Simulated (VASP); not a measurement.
All values below come from PBEsol GGA, VASP's PBE PAW potentials (set 64) (plane waves; VASP).

VASP ran on this input.

KPOINTS:
```
Automatic mesh
0
Gamma
9 9 5
0 0 0
```

POSCAR:
```
AlN
1
    1.5568194691    -2.6964904130    -0.0000000000
    1.5568194691     2.6964904130     0.0000000000
    0.0000000000    -0.0000000000     4.9836395730
Al N
2 2
Direct
  0.6666670000   0.3333330000   0.5000300776
  0.3333330000   0.6666670000   0.0000300776
  0.6666670000   0.3333330000   0.8819699224
  0.3333330000   0.6666670000   0.3819699224
```

### INCAR
```
ISIF=3   ! ions, shape and volume
IBRION=6
SYSTEM=AlN
ISMEAR=0   ! Gaussian
LREAL=.False.
EDIFF=1E-7
ENCUT=650   ! plane-wave cut-off (eV)
NSW=1
NELM=100
NFREE=2
PREC=Accurate
GGA=PS   ! PBEsol
SIGMA=0.05   ! width (eV)
ALGO=Normal
LASPH=.True.
LCHARG=.False.
LWAVE=.False.
POTIM=0.015
```

POTCAR, in this order: Al N (PBE.64 set). Program: vasp_std.

Output

OUTCAR:
```
 ion  position               nearest neighbor table
   1  0.667  0.333  0.500-   4 1.89   4 1.89   4 1.89   3 1.90   2 3.07   2 3.07   2 3.07   2 3.07
                             2 3.07   2 3.07
   2  0.333  0.667  0.000-   3 1.89   3 1.89   3 1.89   4 1.90   1 3.07   1 3.07   1 3.07   1 3.07
                             1 3.07   1 3.07
   3  0.667  0.333  0.882-   2 1.89   2 1.89   2 1.89   1 1.90
   4  0.333  0.667  0.382-   1 1.89   1 1.89   1 1.89   2 1.90
  LATTYP: Found a hexagonal cell.
 ALAT       =     3.1136389333
 C/A-ratio  =     1.6005836514
 Subroutine PRICEL returns:
 Original cell was already a primitive cell.
 Subroutine GETGRP returns: Found 12 space group operations
The static configuration has the point symmetry C_3v.
 The point group associated with its full space group is C_6v.
The dynamic configuration has the point symmetry C_3v.
 Subroutine INISYM returns: Found 12 space group operations
 Subroutine IBZKPT returns following result:
 Found     36 irreducible k-points:

 Following reciprocal coordinates:
            Coordinates               Weight
  0.000000  0.000000  0.000000      1.000000
  0.111111  0.000000  0.000000      6.000000
  0.222222 -0.000000  0.000000      6.000000
  0.333333  0.000000  0.000000      6.000000
  0.444444 -0.000000  0.000000      6.000000
  0.111111  0.111111  0.000000      6.000000
  0.222222  0.111111  0.000000     12.000000
  0.333333  0.111111  0.000000     12.000000
  0.444444  0.111111  0.000000      6.000000
  0.222222  0.222222  0.000000      6.000000
  0.333333  0.222222  0.000000     12.000000
  0.333333  0.333333  0.000000      2.000000
  0.000000  0.000000  0.200000      2.000000
  0.111111  0.000000  0.200000     12.000000
  0.222222 -0.000000  0.200000     12.000000
  0.333333  0.000000  0.200000     12.000000
  0.444444 -0.000000  0.200000     12.000000
  0.111111  0.111111  0.200000     12.000000
...
```

OUTCAR:
```


 TOTAL ELASTIC MODULI (kBar)
 Direction    XX          YY          ZZ          XY          YZ          ZX
 --------------------------------------------------------------------------------
 XX        3808.2383   1377.2604   1075.8336     -0.0000      0.0000     -0.0000
 YY        1377.2604   3808.2383   1075.8336      0.0000     -0.0000     -0.0000
 ZZ        1075.8336   1075.8336   3564.8026      0.0000      0.0000      0.0000
 XY          -0.0000      0.0000      0.0000   1215.4890      0.0000      0.0000
 YZ          -0.0000      0.0000      0.0000      0.0000   1114.5585     -0.0000
 ZX          -0.0000     -0.0000      0.0000      0.0000     -0.0000   1114.5584
 --------------------------------------------------------------------------------
```
(Selected blocks of OUTCAR.)

The compound is AlN in the wurtzite structure. It was relaxed first.
